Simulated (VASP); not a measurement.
# SiF (Pm-3m) in VASP: settings compared

Aim: see how the results for SiF move with the level of theory and the settings. Levels: HSE(alpha, omega), r2SCAN. Tasks: single point, relaxation of cell and atoms.

Program: VASP 6.6.1. These are calculated values, not measurements. Logs are shortened: lines on timing, memory, paths and dates and some standing lists are left out, and cuts for length are marked.

**1. The crystal as given**

Symmetry: Pm-3m, No. 221, cubic system. The conventional cell has a = 3.029 Å, b = 3.029 Å, c = 3.029 Å, α = 90.00°, β = 90.00°, γ = 90.00°. Around Si (site symmetry m-3m) lie 8 F at 2.62 Å. F (site symmetry m-3m) has 8 Si at 2.62 Å as nearest neighbours.

The cell was built by a generator and needn't be a form met in nature.

**2. Single point, HSE(alpha, omega)**

The input, POSCAR:

```
SiF
1.0
    3.0286000000      0.0000000000      0.0000000000
    0.0000000000      3.0286000000      0.0000000000
    0.0000000000      0.0000000000      3.0286000000
Si F
1 1
Direct
    0.5000000000      0.5000000000      0.5000000000
    0.0000000000      0.0000000000      0.0000000000
```

The input, INCAR.step1:

```
SYSTEM = SiF
PREC = Accurate ; ENCUT = 520
EDIFF = 1E-5 ; ISMEAR = -1
SIGMA = 0.05 ; LREAL = .False.
LASPH = .True. ; NELM = 100
ALGO = Normal ; ISIF = 2
LWAVE = .True. ; LCHARG = .False.
NBANDS = 12 ; GGA = PE
```

The input, INCAR.step2:

```
SYSTEM = SiF
PREC = Accurate ; ENCUT = 520
EDIFF = 1E-7 ; ISMEAR = -1
SIGMA = 0.05 ; LREAL = .False.
LASPH = .True. ; NELM = 100
ALGO = Normal ; ISIF = 2
LWAVE = .False. ; LCHARG = .False.
GGA = PE ; LHFCALC = .True.
HFSCREEN = 0.3 ; AEXX = 0.25
PRECFOCK = Fast ; NBANDS = 12
ISTART = 1
```

The input, KPOINTS:

```
regular mesh
0
Gamma
  5 5 5
  0 0 0
```

Potentials or basis: VASP PAW PBE potentials, release 64 (Si, F).

Launch:

```
$ cat potpaw_PBE.64/Si/POTCAR potpaw_PBE.64/F/POTCAR > POTCAR
$ cp INCAR.step1 INCAR
$ mpirun -np 1 vasp_std > vasp.out
$ cp INCAR.step2 INCAR
$ mpirun -np 1 vasp_std > vasp.out
```

OUTCAR:

```text
SYSTEM = SiF
   PREC = Accurate
   ENCUT = 520
   EDIFF = 1E-7
   ISMEAR = -1
   LREAL = .False.
   LASPH = .True.
   NELM = 100
   ISIF = 2
   GGA = PE
   LHFCALC = .True.
   HFSCREEN = 0.3
   AEXX = 0.25
   PRECFOCK = Fast
   ISTART = 1

 ion  position               nearest neighbor table
   1  0.500  0.500  0.500-
   2  0.000  0.000  0.000-

  LATTYP: Found a simple cubic cell.
 ALAT       =     3.0286000000

  Lattice vectors:

 A1 = (   3.0286000000,   0.0000000000,   0.0000000000)
 A2 = (   0.0000000000,   3.0286000000,   0.0000000000)
 A3 = (   0.0000000000,   0.0000000000,   3.0286000000)

Analysis of symmetry for initial positions (statically):
=====================================================================
 Subroutine PRICEL returns:
 Original cell was already a primitive cell.

 Routine SETGRP: Setting up the symmetry group for a
 simple cubic supercell.

 Subroutine GETGRP returns: Found 48 space group operations
 (whereof 48 operations were pure point group operations)
 out of a pool of 48 trial point group operations.

The static configuration has the point symmetry O_h .

Analysis of symmetry for dynamics (positions and initial velocities):
=====================================================================
 Subroutine PRICEL returns:
 Original cell was already a primitive cell.

 Routine SETGRP: Setting up the symmetry group for a
 simple cubic supercell.

 Subroutine GETGRP returns: Found 48 space group operations
 (whereof 48 operations were pure point group operations)
 out of a pool of 48 trial point group operations.

The dynamic configuration has the point symmetry O_h .

 Subroutine INISYM returns: Found 48 space group operations
 (whereof 48 operations are pure point group operations),
 and found     1 'primitive' translations

----------------------------------------------------------------------------------------

                                     Primitive cell

  volume of cell :      27.7796

  direct lattice vectors                    reciprocal lattice vectors
     3.028600000  0.000000000  0.000000000     0.330185564  0.000000000  0.000000000
     0.000000000  3.028600000  0.000000000     0.000000000  0.330185564  0.000000000
     0.000000000  0.000000000  3.028600000     0.000000000  0.000000000  0.330185564

  length of vectors
[... 83 lines left out ...]
   EFERMI_NEDOS =   21; number of points for ismear=-14 and -15
   IALGO  =     38    algorithm
   IMIX   =      1    mixing-type and parameters
     AMIX     =   0.40;   BMIX     =  1.00
     AMIX_MAG =   1.60;   BMIX_MAG =  1.00
  volume/ion in A,a.u.               =      13.89        93.73
  Fermi-wavevector in a.u.,A,eV,Ry     =   1.202164  2.271761 19.663124  1.445199
  Thomas-Fermi vector in A             =   2.337953
   LORBIT       =      0    0 simple, 1 ext, 2 COOP (PROOUT), +10 PAW based schemes
   GGA     = PE    functional components
   LHFCALC =     T    Hartree Fock is set to
   PRECFOCK=fast      Normal, Fast or Accurate (Low or Medium for compatibility)
   ENCUT4O =  -1.0   cutoff for four orbital integrals eV
   NKREDX  =     1    reduce k-point grid by
   NKREDY  =     1    reduce k-point grid by
   NKREDZ  =     1    reduce k-point grid by
   AEXX    =    0.2500 exact exchange contribution
   HFSCREEN=    0.3000 screening length (either q_TF or 0.3 A-1)
   HFSCREENC=   0.3000 screening length for correlation (either q_TF or 0.3 A-1)
   ENCUTFOCK=  -1.0 apply spherical cutoff to Coloumb kernel
   IVDW    =     0    specifies the selected vdW correction
   LEPSILON=     F    determine dielectric tensor
   LRPA    =     F    only Hartree local field effects (RPA)
 non-spin polarized calculation
  energy-cutoff  :      520.00
  volume of cell :       27.78
 maximum number of plane-waves:       752
 NGX is ok and might be reduce to    24
  NGX = 14; NGY = 14; NGZ = 14

 number of electron      11.0000013 magnetization

 Free energy of the ion-electron system (eV)
  ---------------------------------------------------
  ext. energy  EPLUGINS =         0.00000000
  ---------------------------------------------------
  free energy    TOTEN  =        -9.39335237 eV

  energy without entropy =       -9.37998679  energy(sigma->0) =       -9.38666958

 E-fermi :   5.5465     XC(G=0):  -8.6633

 val. band max:        5.5022198128   @ k =   0.4000   0.2000   0.2000
 cond. band min:       6.0656423992   @ k =   0.4000   0.4000   0.2000
 fundamental gap:      0.5634225864
 Fermi energy:         5.5465176183

 k-point     1 :       0.0000    0.0000    0.0000
  band No.  band energies     occupation
      1     -21.2017      2.00000
      2      -4.3453      2.00000
      3      -0.6742      2.00000
      4      -0.6742      2.00000
      5      -0.6742      2.00000
      6      11.5018      0.00000
      7      11.5018      0.00000
      8      11.5018      0.00000
      9      12.0688      0.00000
     10      12.0688      0.00000
     11      22.5794      0.00000
     12      23.7234      0.00000
[... 121 lines left out ...]
 k-point    10 :       0.4000    0.4000    0.4000
  band No.  band energies     occupation
      1     -20.6837      2.00000
      2      -2.0646      2.00000
      3      -1.5700      2.00000
      4      -1.5700      2.00000
      5       1.3929      2.00000
      6       5.3742      1.93825
      7       5.3742      1.93825
      8       6.9655      0.00000
      9      15.3150      0.00000
     10      15.8893      0.00000
     11      15.8893      0.00000
     12      26.9446      0.00000

------------------------ aborting loop because EDIFF is reached ----------------------------------------

  FORCE on cell =-STRESS in cart. coord.  units (eV):
  Direction    XX          YY          ZZ          XY          YZ          ZX
  --------------------------------------------------------------------------------------
  -------------------------------------------------------------------------------------
  Total       -0.2941366     -0.2941366     -0.2941366      0.0000000      0.0000000     -0.0000000
  in kB      -16.9642228    -16.9642228    -16.9642228      0.0000000      0.0000000     -0.0000000
  external PRESSURE =     -16.9642228 kB  Pullay stress =       0.0000000 kB

 VOLUME and BASIS-vectors are now :
 -----------------------------------------------------------------------------
  energy-cutoff  :      520.00
  volume of cell :       27.78
      direct lattice vectors                 reciprocal lattice vectors
     3.028600000  0.000000000  0.000000000     0.330185564  0.000000000  0.000000000
     0.000000000  3.028600000  0.000000000     0.000000000  0.330185564  0.000000000
     0.000000000  0.000000000  3.028600000     0.000000000  0.000000000  0.330185564

 POSITION                                       TOTAL-FORCE (eV/Angst)
 -----------------------------------------------------------------------------------
      1.51430      1.51430      1.51430         0.000000      0.000000      0.000000
      0.00000      0.00000      0.00000         0.000000      0.000000      0.000000
 -----------------------------------------------------------------------------------
    total drift:                               -0.000011     -0.000022     -0.000014

  FREE ENERGIE OF THE ION-ELECTRON SYSTEM (eV)
  ---------------------------------------------------
  free  energy   TOTEN  =        -9.3933523711 eV

  energy  without entropy=       -9.3799867874  energy(sigma->0) =       -9.38666958
```

OUTCAR.step1:

```text
SYSTEM = SiF
   PREC = Accurate
   ENCUT = 520
   EDIFF = 1E-5
   ISMEAR = -1
   LREAL = .False.
[... 356 lines left out ...]
      1.51430      1.51430      1.51430         0.000000      0.000000      0.000000
      0.00000      0.00000      0.00000         0.000000      0.000000      0.000000
 -----------------------------------------------------------------------------------
    total drift:                               -0.000000      0.000000      0.000000

  FREE ENERGIE OF THE ION-ELECTRON SYSTEM (eV)
  ---------------------------------------------------
  free  energy   TOTEN  =        -7.8597552922 eV

  energy  without entropy=       -7.8473134638  energy(sigma->0) =       -7.85353438
```

OSZICAR.step1:

```text
N       E                     dE             d eps       ncg     rms          rms(c)
DAV:   1     0.253676702768E+02    0.25368E+02   -0.48420E+03   240   0.765E+02
DAV:   2    -0.774337115069E+01   -0.33111E+02   -0.31381E+02   288   0.145E+02
DAV:   3    -0.863314074121E+01   -0.88977E+00   -0.88814E+00   296   0.211E+01
DAV:   4    -0.863568496635E+01   -0.25442E-02   -0.25440E-02   264   0.145E+00
DAV:   5    -0.863569693336E+01   -0.11967E-04   -0.11967E-04   288   0.981E-02    0.526E+00
DAV:   6    -0.793682292137E+01    0.69887E+00   -0.60348E+00   240   0.175E+01    0.263E+00
DAV:   7    -0.787014474721E+01    0.66678E-01   -0.47518E-01   256   0.474E+00    0.816E-01
DAV:   8    -0.786032383039E+01    0.98209E-02   -0.69096E-02   240   0.206E+00    0.185E-01
DAV:   9    -0.785967359710E+01    0.65023E-03   -0.19377E-03   260   0.349E-01    0.615E-02
DAV:  10    -0.785976005708E+01   -0.86460E-04   -0.82855E-05   296   0.759E-02    0.271E-02
DAV:  11    -0.785975529220E+01    0.47649E-05   -0.28095E-05   244   0.486E-02
   1 F= -.78597553E+01 E0= -.78535344E+01  d E =-.124418E-01
```

Run time: 67 s. Hardware: 1 thread of AMD EPYC 9R45 (Zen 5), shared host; peak memory 0.2 GiB.

Results:

* Free energy: -9.3934 eV
* Pressure: -1.7 GPa
* Band gap on the k mesh: none (metal or under the smearing width)

Caveat: the k mesh is coarse (spacing up to 0.41 Å⁻¹), so the values aren't converged, least of all with exact exchange; the PAW data sets were made with another functional, which shifts forces and pressure a little; an odd number of electrons without spin polarisation forces a metal; a magnetic or distorted state may lie lower.

**3. Single point, HSE(alpha, omega)**

POSCAR is that of step 2.

INCAR.step1 is that of step 2.

INCAR.step2, as its differences from that of step 2:

```diff
@@ -8,3 +8,3 @@
 GGA = PE ; LHFCALC = .True.
-HFSCREEN = 0.3 ; AEXX = 0.25
+HFSCREEN = 0.4 ; AEXX = 0.25
 PRECFOCK = Fast ; NBANDS = 12
```

KPOINTS is that of step 2.

Potentials or basis: VASP PAW PBE potentials, release 64 (Si, F).

Launch:

```
$ cat potpaw_PBE.64/Si/POTCAR potpaw_PBE.64/F/POTCAR > POTCAR
$ cp INCAR.step1 INCAR
$ mpirun -np 1 vasp_std > vasp.out
$ cp INCAR.step2 INCAR
$ mpirun -np 1 vasp_std > vasp.out
```

OUTCAR:

```text
SYSTEM = SiF
   PREC = Accurate
   ENCUT = 520
   EDIFF = 1E-7
   ISMEAR = -1
   LREAL = .False.
   LASPH = .True.
   NELM = 100
   ISIF = 2
   GGA = PE
   LHFCALC = .True.
   HFSCREEN = 0.4
   AEXX = 0.25
   PRECFOCK = Fast
   ISTART = 1

 ion  position               nearest neighbor table
   1  0.500  0.500  0.500-
   2  0.000  0.000  0.000-

  LATTYP: Found a simple cubic cell.
 ALAT       =     3.0286000000

  Lattice vectors:

 A1 = (   3.0286000000,   0.0000000000,   0.0000000000)
 A2 = (   0.0000000000,   3.0286000000,   0.0000000000)
 A3 = (   0.0000000000,   0.0000000000,   3.0286000000)

Analysis of symmetry for initial positions (statically):
=====================================================================
 Subroutine PRICEL returns:
 Original cell was already a primitive cell.

 Routine SETGRP: Setting up the symmetry group for a
 simple cubic supercell.

 Subroutine GETGRP returns: Found 48 space group operations
 (whereof 48 operations were pure point group operations)
 out of a pool of 48 trial point group operations.

[... 166 lines left out ...]
      2      -4.1258      2.00000
      3      -0.5149      2.00000
      4      -0.5149      2.00000
      5      -0.5149      2.00000
      6      11.3781      0.00000
      7      11.3781      0.00000
      8      11.3781      0.00000
      9      11.9709      0.00000
     10      11.9709      0.00000
     11      22.4496      0.00000
     12      23.5757      0.00000
[... 121 lines left out ...]
 k-point    10 :       0.4000    0.4000    0.4000
  band No.  band energies     occupation
      1     -20.4922      2.00000
      2      -1.8933      2.00000
      3      -1.4050      2.00000
      4      -1.4050      2.00000
      5       1.4930      2.00000
      6       5.3606      1.94796
      7       5.3606      1.94796
      8       6.9196      0.00000
      9      15.1988      0.00000
     10      15.7624      0.00000
     11      15.7624      0.00000
     12      26.7870      0.00000

------------------------ aborting loop because EDIFF is reached ----------------------------------------

  FORCE on cell =-STRESS in cart. coord.  units (eV):
  Direction    XX          YY          ZZ          XY          YZ          ZX
  --------------------------------------------------------------------------------------
  -------------------------------------------------------------------------------------
  Total       -0.2643873     -0.2643873     -0.2643873      0.0000000     -0.0000000      0.0000000
  in kB      -15.2484409    -15.2484409    -15.2484409      0.0000000     -0.0000000      0.0000000
  external PRESSURE =     -15.2484409 kB  Pullay stress =       0.0000000 kB

 VOLUME and BASIS-vectors are now :
 -----------------------------------------------------------------------------
  energy-cutoff  :      520.00
  volume of cell :       27.78
      direct lattice vectors                 reciprocal lattice vectors
     3.028600000  0.000000000  0.000000000     0.330185564  0.000000000  0.000000000
     0.000000000  3.028600000  0.000000000     0.000000000  0.330185564  0.000000000
     0.000000000  0.000000000  3.028600000     0.000000000  0.000000000  0.330185564

 POSITION                                       TOTAL-FORCE (eV/Angst)
 -----------------------------------------------------------------------------------
      1.51430      1.51430      1.51430         0.000000      0.000000      0.000000
      0.00000      0.00000      0.00000         0.000000      0.000000      0.000000
 -----------------------------------------------------------------------------------
    total drift:                                0.000002      0.000004      0.000003

  FREE ENERGIE OF THE ION-ELECTRON SYSTEM (eV)
  ---------------------------------------------------
  free  energy   TOTEN  =        -9.1562253442 eV

  energy  without entropy=       -9.1430200787  energy(sigma->0) =       -9.14962271
```

OUTCAR.step1:

```text
SYSTEM = SiF
   PREC = Accurate
   ENCUT = 520
   EDIFF = 1E-5
   ISMEAR = -1
   LREAL = .False.
[... 356 lines left out ...]
      1.51430      1.51430      1.51430         0.000000      0.000000      0.000000
      0.00000      0.00000      0.00000         0.000000      0.000000      0.000000
 -----------------------------------------------------------------------------------
    total drift:                               -0.000000      0.000000      0.000000

  FREE ENERGIE OF THE ION-ELECTRON SYSTEM (eV)
  ---------------------------------------------------
  free  energy   TOTEN  =        -7.8597552922 eV

  energy  without entropy=       -7.8473134638  energy(sigma->0) =       -7.85353438
```

OSZICAR.step1:

```text
N       E                     dE             d eps       ncg     rms          rms(c)
DAV:   1     0.253676702768E+02    0.25368E+02   -0.48420E+03   240   0.765E+02
DAV:   2    -0.774337115069E+01   -0.33111E+02   -0.31381E+02   288   0.145E+02
DAV:   3    -0.863314074121E+01   -0.88977E+00   -0.88814E+00   296   0.211E+01
DAV:   4    -0.863568496635E+01   -0.25442E-02   -0.25440E-02   264   0.145E+00
DAV:   5    -0.863569693336E+01   -0.11967E-04   -0.11967E-04   288   0.981E-02    0.526E+00
DAV:   6    -0.793682292137E+01    0.69887E+00   -0.60348E+00   240   0.175E+01    0.263E+00
DAV:   7    -0.787014474721E+01    0.66678E-01   -0.47518E-01   256   0.474E+00    0.816E-01
DAV:   8    -0.786032383039E+01    0.98209E-02   -0.69096E-02   240   0.206E+00    0.185E-01
DAV:   9    -0.785967359710E+01    0.65023E-03   -0.19377E-03   260   0.349E-01    0.615E-02
DAV:  10    -0.785976005708E+01   -0.86460E-04   -0.82855E-05   296   0.759E-02    0.271E-02
DAV:  11    -0.785975529220E+01    0.47649E-05   -0.28095E-05   244   0.486E-02
   1 F= -.78597553E+01 E0= -.78535344E+01  d E =-.124418E-01
```

It took 67 s on 1 thread of AMD EPYC 9R45 (Zen 5), shared host; peak memory 0.2 GiB.

Results:

| Quantity | Value |
| --- | --- |
| Free energy | -9.1562 eV |
| Pressure | -1.5 GPa |
| Band gap on the k mesh | none (metal or under the smearing width) |

Caveat: the k mesh is coarse (spacing up to 0.41 Å⁻¹), so the values aren't converged, least of all with exact exchange; the PAW data sets were made with another functional, which shifts forces and pressure a little; an odd number of electrons without spin polarisation forces a metal; a magnetic or distorted state may lie lower.

**4. Single point, HSE(alpha, omega)**

POSCAR is that of step 3.

INCAR.step1 is that of step 3.

INCAR.step2, as its differences from that of step 3:

```diff
@@ -8,3 +8,3 @@
 GGA = PE ; LHFCALC = .True.
-HFSCREEN = 0.4 ; AEXX = 0.25
+HFSCREEN = 0.6 ; AEXX = 0.25
 PRECFOCK = Fast ; NBANDS = 12
```

KPOINTS is that of step 3.

Launch:

```
$ cat potpaw_PBE.64/Si/POTCAR potpaw_PBE.64/F/POTCAR > POTCAR
$ cp INCAR.step1 INCAR
$ mpirun -np 1 vasp_std > vasp.out
$ cp INCAR.step2 INCAR
$ mpirun -np 1 vasp_std > vasp.out
```

Wall time 66 s (1 thread of AMD EPYC 9R45 (Zen 5), shared host); peak memory 0.2 GiB.

It converged, with:

```
Free energy            : -8.8030 eV
Pressure               : -1.3 GPa
Band gap on the k mesh : none (metal or under the smearing width)
```

Levels at points of the mesh, in eV from the Fermi level:
| k point | band 3 | band 4 | band 5 | band 6 | band 7 | band 8 |
| --- | --- | --- | --- | --- | --- | --- |
| (0.00, 0.00, 0.00) | -5.79 | -5.79 | -5.79 | 5.67 | 5.67 | 5.67 |

Caveat: the k mesh is coarse (spacing up to 0.41 Å⁻¹), so the values aren't converged, least of all with exact exchange; the PAW data sets were made with another functional, which shifts forces and pressure a little; an odd number of electrons without spin polarisation forces a metal; a magnetic or distorted state may lie lower.

(Continued in part 2 of 2.)
